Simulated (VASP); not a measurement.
Method: r2SCAN meta-GGA, VASP's PBE PAW potentials (set 64) (plane waves; VASP).

VASP ran on this input.

File KPOINTS:
```
Automatic mesh
0
Gamma
5 5 8
0 0 0
```

INCAR:
```
SYSTEM=HfO2
PREC=Accurate; ENCUT=520; LREAL=.False.
LASPH=.True.
EDIFF=1E-7; NELM=100; ALGO=Normal
LMAXMIX=6; LMIXTAU=.True.
ISMEAR=-5
METAGGA=R2SCAN
ISIF=2
LWAVE=.False.; LCHARG=.False.; LORBIT=11
NEDOS=601
```

File KPOINTS_OPT:
```
k-points along high-symmetry lines
6
Line-mode
Reciprocal
  0.000000   0.000000   0.000000 ! GAMMA
  0.000000   0.500000   0.000000 ! X

  0.000000   0.500000   0.000000 ! X
  0.500000   0.500000   0.000000 ! M

  0.500000   0.500000   0.000000 ! M
  0.000000   0.000000   0.000000 ! GAMMA

  0.000000   0.000000   0.000000 ! GAMMA
  0.000000   0.000000   0.500000 ! Z

  0.000000   0.000000   0.500000 ! Z
  0.000000   0.500000   0.500000 ! R

  0.000000   0.500000   0.500000 ! R
  0.500000   0.500000   0.500000 ! A

  0.500000   0.500000   0.500000 ! A
  0.000000   0.000000   0.500000 ! Z

  0.000000   0.500000   0.000000 ! X
  0.000000   0.500000   0.500000 ! R

  0.500000   0.500000   0.000000 ! M
  0.500000   0.500000   0.500000 ! A
```

**POSCAR**
```
HfO2
1.0
  4.8156560682   0.0000000000   0.0000000000
  0.0000000000   4.8156560682   0.0000000000
  0.0000000000   0.0000000000   3.2059611979
Hf O
2 4
Direct
  0.0000000000   0.0000000000   0.0000000000
  0.5000000000   0.5000000000   0.5000000000
  0.1949291066   0.8050708934   0.5000000000
  0.8050708934   0.1949291066   0.5000000000
  0.6949291066   0.6949291066   0.0000000000
  0.3050708934   0.3050708934   0.0000000000
```

POTCAR, in this order: Hf_pv O (PBE.64 set). Program: vasp_std.

The resulting files:

OSZICAR:
```
       N       E                     dE             d eps       ncg     rms          rms(c)
DAV:   1     0.201930995405E+03    0.20193E+03   -0.26132E+04  1560   0.171E+03
DAV:   2    -0.146154492490E+03   -0.34809E+03   -0.34275E+03  2066   0.413E+02
DAV:   3    -0.160995988943E+03   -0.14841E+02   -0.14810E+02  1768   0.833E+01
DAV:   4    -0.161198762320E+03   -0.20277E+00   -0.20263E+00  2118   0.104E+01
DAV:   5    -0.161201035550E+03   -0.22732E-02   -0.22724E-02  1960   0.999E-01    0.886E+01
DAV:   6    -0.139456596036E+03    0.21744E+02   -0.41103E+01  1786   0.376E+01    0.700E+01
DAV:   7    -0.137841558134E+03    0.16150E+01   -0.41161E+00  1966   0.156E+01    0.258E+01
DAV:   8    -0.142378285742E+03   -0.45367E+01   -0.28993E+00  1690   0.143E+01    0.776E+00
DAV:   9    -0.135526162396E+03    0.68521E+01   -0.27026E+00  1628   0.113E+01    0.743E+00
DAV:  10    -0.137283557122E+03   -0.17574E+01   -0.13623E+00  1716   0.884E+00    0.290E+00
DAV:  11    -0.137281125326E+03    0.24318E-02   -0.15226E-02  2078   0.108E+00    0.136E+00
DAV:  12    -0.137304709102E+03   -0.23584E-01   -0.20015E-03  2024   0.349E-01    0.853E-01
DAV:  13    -0.137374499830E+03   -0.69791E-01   -0.14538E-02  1684   0.113E+00    0.596E-01
DAV:  14    -0.137380677310E+03   -0.61775E-02   -0.50253E-03  1680   0.765E-01    0.334E-01
DAV:  15    -0.137384246523E+03   -0.35692E-02   -0.84242E-04  1688   0.299E-01    0.129E-01
DAV:  16    -0.137385074709E+03   -0.82819E-03   -0.17601E-04  1852   0.121E-01    0.676E-02
DAV:  17    -0.137385129634E+03   -0.54925E-04   -0.80195E-05  1708   0.961E-02    0.698E-02
DAV:  18    -0.137385302713E+03   -0.17308E-03   -0.69237E-05  1688   0.867E-02    0.795E-02
DAV:  19    -0.137385306835E+03   -0.41219E-05   -0.28564E-06  2128   0.145E-02    0.472E-02
DAV:  20    -0.137385323604E+03   -0.16769E-04   -0.33049E-06  1712   0.170E-02    0.281E-02
DAV:  21    -0.137385328497E+03   -0.48923E-05   -0.25103E-06  1692   0.156E-02    0.118E-02
DAV:  22    -0.137385328541E+03   -0.44254E-07   -0.23921E-07  1568   0.419E-03
   1 F= -.13738533E+03 E0= -.13738533E+03  d E =0.000000E+00
       N       E                     dE             ncg
       N       E                     dE             ncg
```

OUTCAR:
```
------------------------ aborting loop because EDIFF is reached ----------------------------------------
  FORCE on cell =-STRESS in cart. coord.  units (eV):
  Direction    XX          YY          ZZ          XY          YZ          ZX
  --------------------------------------------------------------------------------------
  Total        0.0386535      0.0386535      0.0277452      0.0000000      0.0000000      0.0000000
  in kB        0.8329713      0.8329713      0.5979003      0.0000000      0.0000000      0.0000000
  external PRESSURE =       0.7546143 kB  Pullay stress =       0.0000000 kB
  volume of cell :       74.35
      direct lattice vectors                 reciprocal lattice vectors
     4.815656068  0.000000000  0.000000000     0.207656026  0.000000000  0.000000000
     0.000000000  4.815656068  0.000000000     0.000000000  0.207656026  0.000000000
     0.000000000  0.000000000  3.205961198     0.000000000  0.000000000  0.311918934
 POSITION                                       TOTAL-FORCE (eV/Angst)
 -----------------------------------------------------------------------------------
      0.00000      0.00000      0.00000         0.000000      0.000000      0.000000
      2.40783      2.40783      1.60298         0.000000      0.000000      0.000000
      0.93871      3.87694      1.60298        -0.006147      0.006147      0.000000
      3.87694      0.93871      1.60298         0.006147     -0.006147      0.000000
      3.34654      3.34654      0.00000        -0.006147     -0.006147     -0.000000
      1.46912      1.46912      0.00000         0.006147      0.006147      0.000000
 -----------------------------------------------------------------------------------
    total drift:                                0.000000      0.000000     -0.000000
  FREE ENERGIE OF THE ION-ELECTRON SYSTEM (eV)
  ---------------------------------------------------
  free  energy   TOTEN  =      -137.3853285410 eV

  energy  without entropy=     -137.3853285410  energy(sigma->0) =     -137.38532854

 total charge

# of ion       s       p       d       tot
------------------------------------------
    1        0.332   6.696   1.422   8.450
    2        0.332   6.696   1.422   8.450
    3        1.566   3.576   0.000   5.142
    4        1.566   3.576   0.000   5.142
    5        1.566   3.576   0.000   5.142
    6        1.566   3.576   0.000   5.142
--------------------------------------------------
tot          6.928  27.696   2.844  37.469
```
(Selected blocks of OUTCAR.)

The structure comes from a computed database's HfO2 entry (P4_2/mnm); how it stands against other phases isn't given here. It was relaxed first.
